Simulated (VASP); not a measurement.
Output of a VASP run:

OSZICAR:
```
       N       E                     dE             d eps       ncg     rms          rms(c)
DAV:   1     0.667720544857E+02    0.66772E+02   -0.92726E+03   910   0.164E+03
DAV:   2    -0.212342246823E+02   -0.88006E+02   -0.84656E+02   970   0.281E+02
DAV:   3    -0.270987256653E+02   -0.58645E+01   -0.58399E+01  1115   0.738E+01
DAV:   4    -0.271523513437E+02   -0.53626E-01   -0.53606E-01   990   0.744E+00
DAV:   5    -0.271526125528E+02   -0.26121E-03   -0.26121E-03  1095   0.498E-01    0.534E+00
DAV:   6    -0.243412712054E+02    0.28113E+01   -0.18801E+00  1070   0.431E+01    0.505E+00
DAV:   7    -0.242930010421E+02    0.48270E-01   -0.47666E-01   910   0.141E+01    0.229E+00
DAV:   8    -0.243377413670E+02   -0.44740E-01   -0.15870E-01   920   0.442E+00    0.602E-01
DAV:   9    -0.243122538118E+02    0.25488E-01   -0.15869E-01   910   0.393E+00    0.208E-01
DAV:  10    -0.243758476339E+02   -0.63594E-01   -0.53629E-02   920   0.227E+00    0.959E-02
DAV:  11    -0.243771946458E+02   -0.13470E-02   -0.15913E-03  1035   0.517E-01    0.597E-02
DAV:  12    -0.243767559814E+02    0.43866E-03   -0.28016E-04   940   0.262E-01    0.228E-02
DAV:  13    -0.243771735503E+02   -0.41757E-03   -0.37723E-04   915   0.229E-01    0.102E-02
DAV:  14    -0.243772029797E+02   -0.29429E-04   -0.30383E-05   940   0.600E-02    0.373E-03
DAV:  15    -0.243772061376E+02   -0.31579E-05   -0.37272E-06  1250   0.406E-02    0.202E-03
DAV:  16    -0.243772081331E+02   -0.19955E-05   -0.87377E-07   935   0.106E-02    0.243E-03
DAV:  17    -0.243772081818E+02   -0.48679E-07   -0.35674E-07   930   0.119E-02
   1 F= -.24377208E+02 E0= -.24377208E+02  d E =0.000000E+00
       N       E                     dE             ncg
       N       E                     dE             ncg
```

**OUTCAR**
```
------------------------ aborting loop because EDIFF is reached ----------------------------------------
  FORCE on cell =-STRESS in cart. coord.  units (eV):
  Direction    XX          YY          ZZ          XY          YZ          ZX
  --------------------------------------------------------------------------------------
  Total        0.0230067      0.0230067      0.0230067     -0.0000000     -0.0000000     -0.0000000
  in kB        0.8196237      0.8196237      0.8196237     -0.0000000     -0.0000000     -0.0000000
  external PRESSURE =       0.8196237 kB  Pullay stress =       0.0000000 kB
  volume of cell :       44.97
      direct lattice vectors                 reciprocal lattice vectors
     0.000000000  2.822539057  2.822539057    -0.177145467  0.177145467  0.177145467
     2.822539057  0.000000000  2.822539057     0.177145467 -0.177145467  0.177145467
     2.822539057  2.822539057  0.000000000     0.177145467  0.177145467 -0.177145467
  FREE ENERGIE OF THE ION-ELECTRON SYSTEM (eV)
  ---------------------------------------------------
  free  energy   TOTEN  =       -24.3772081818 eV

  energy  without entropy=      -24.3772081818  energy(sigma->0) =      -24.37720818

 total charge

# of ion       s       p       d       tot
------------------------------------------
    1        0.514   0.453   9.803  10.769
    2        1.430   2.483   0.031   3.944
--------------------------------------------------
tot          1.944   2.936   9.834  14.713
```
(Selected blocks of OUTCAR.)

### POSCAR
```
ZnSe
1
    0.0000000000     2.8225390565     2.8225390565
    2.8225390565     0.0000000000     2.8225390565
    2.8225390565     2.8225390565    -0.0000000000
Zn Se
1 1
Direct
  0.0000000000   0.0000000000   0.0000000000
  0.2500000000   0.2500000000   0.2500000000
```

Q: Write an INCAR and KPOINTS that could have produced this output.

A: Several could match; the one computed here: the input of the run itself, r2SCAN+rVV10, plane waves, VASP's PBE PAW potentials (set 64).

**KPOINTS_OPT**
```
k-points along high-symmetry lines
10
Line-mode
Reciprocal
  0.000000   0.000000   0.000000 ! GAMMA
 -0.500000  -0.500000   0.000000 ! X

 -0.500000  -0.500000   0.000000 ! X
 -0.375000  -0.375000   0.250000 ! U

 -0.375000  -0.000000   0.375000 ! K
  0.000000   0.000000   0.000000 ! GAMMA

  0.000000   0.000000   0.000000 ! GAMMA
 -0.000000   0.000000   0.500000 ! L

 -0.000000   0.000000   0.500000 ! L
 -0.500000  -0.250000   0.250000 ! W

 -0.500000  -0.250000   0.250000 ! W
 -0.500000  -0.500000   0.000000 ! X
```

File KPOINTS:
```
K-points
0
G
9 9 9
```

### INCAR
```
SYSTEM = ZnSe
PREC = Accurate
ENCUT = 520
EDIFF = 1E-7
NELM = 100
ALGO = Normal
LREAL = .FALSE.
LASPH = .TRUE.
ISMEAR = -5
METAGGA = R2SCAN
LUSE_VDW = .TRUE.
BPARAM = 11.95
CPARAM = 0.0093
LMIXTAU = .TRUE.
LMAXMIX = 4
LWAVE = .FALSE.
LCHARG = .FALSE.
LORBIT = 11
NEDOS = 601
ISIF = 2
```

POTCAR, in this order: Zn Se (PBE.64 set). Program: vasp_std.

The compound is ZnSe in the zinc blende structure. It was relaxed first.
